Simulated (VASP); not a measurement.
Output of a VASP run:

File OSZICAR:
```
       N       E                     dE             d eps       ncg     rms          rms(c)
DAV:   1    -0.835065454455E+01   -0.83507E+01   -0.13851E-01   388   0.451E+00    0.120E+00
DAV:   2    -0.835296598418E+01   -0.23114E-02   -0.68725E-03   484   0.738E-01    0.719E-01
DAV:   3    -0.835281818453E+01    0.14780E-03   -0.61893E-04   548   0.235E-01    0.409E-01
DAV:   4    -0.835277685765E+01    0.41327E-04   -0.12767E-04   496   0.105E-01    0.232E-01
DAV:   5    -0.835277350970E+01    0.33479E-05   -0.32107E-05   588   0.484E-02    0.134E-01
DAV:   6    -0.835277304290E+01    0.46681E-06   -0.46783E-06   492   0.205E-02
   1 F= -.83527730E+01 E0= -.83527730E+01  d E =-.265114E-22
```

**OUTCAR**
```
------------------------ aborting loop because EDIFF is reached ----------------------------------------
  FORCE on cell =-STRESS in cart. coord.  units (eV):
  Direction    XX          YY          ZZ          XY          YZ          ZX
  --------------------------------------------------------------------------------------
  Total        0.5939082      0.5939082      0.5939082      0.0000000     -0.0000000     -0.0000000
  in kB       16.0904994     16.0904994     16.0904994      0.0000000     -0.0000000     -0.0000000
  external PRESSURE =      16.0904994 kB  Pullay stress =       0.0000000 kB
  volume of cell :       59.14
      direct lattice vectors                 reciprocal lattice vectors
     0.000000000  3.092265699  3.092265699    -0.161693738  0.161693738  0.161693738
     3.092265699  0.000000000  3.092265699     0.161693738 -0.161693738  0.161693738
     3.092265699  3.092265699  0.000000000     0.161693738  0.161693738 -0.161693738
  FREE ENERGIE OF THE ION-ELECTRON SYSTEM (eV)
  ---------------------------------------------------
  free  energy   TOTEN  =        -8.3527730429 eV

  energy  without entropy=       -8.3527730429  energy(sigma->0) =       -8.35277304

  exchange ACFDT corr.  =         0.00000000  see jH, gK, PRB 81, 115126
```
(Selected blocks of OUTCAR.)

File POSCAR:
```
KCl
1
    0.0000000000     3.0922656994     3.0922656994
    3.0922656994     0.0000000000     3.0922656994
    3.0922656994     3.0922656994     0.0000000000
K Cl
1 1
Direct
  0.0000000000   0.0000000000   0.0000000000
  0.5000000000   0.5000000000   0.5000000000
```

Write an INCAR and KPOINTS that could have produced this output.

One answer among several that fit: the input of the run itself, PBE0 hybrid, plane waves, VASP's PBE PAW potentials (set 64).

**INCAR**
```
! general
SYSTEM   = KCl
PREC     = Accurate
ENCUT    = 520
LREAL    = F   ! projection in real space or not
LASPH    = T   ! aspherical one-centre terms
ISYM     = 3

! electronic loop
EDIFF    = 1E-6   ! SCF stop (eV)
NELM     = 60
ALGO     = Normal

! smearing
ISMEAR   = 0   ! Gaussian
SIGMA    = 0.05

! functional
GGA      = PE
LHFCALC  = T
AEXX     = 0.25
HFRCUT   = -1
PRECFOCK = Fast

! ions
ISIF     = 2   ! forces and stress, cell fixed

! output
LWAVE    = F
LCHARG   = F
```

**KPOINTS**
```
Automatic mesh
0
Gamma
6 6 6
0 0 0
```

POTCAR, in this order: K_sv Cl (PBE.64 set). Program: vasp_std. Read from the step before: WAVECAR.

The compound is KCl in the rock salt structure. This cell is one point of a volume scan, at 0.91 of the reference volume. The cell's shape comes from a PBE relaxation.
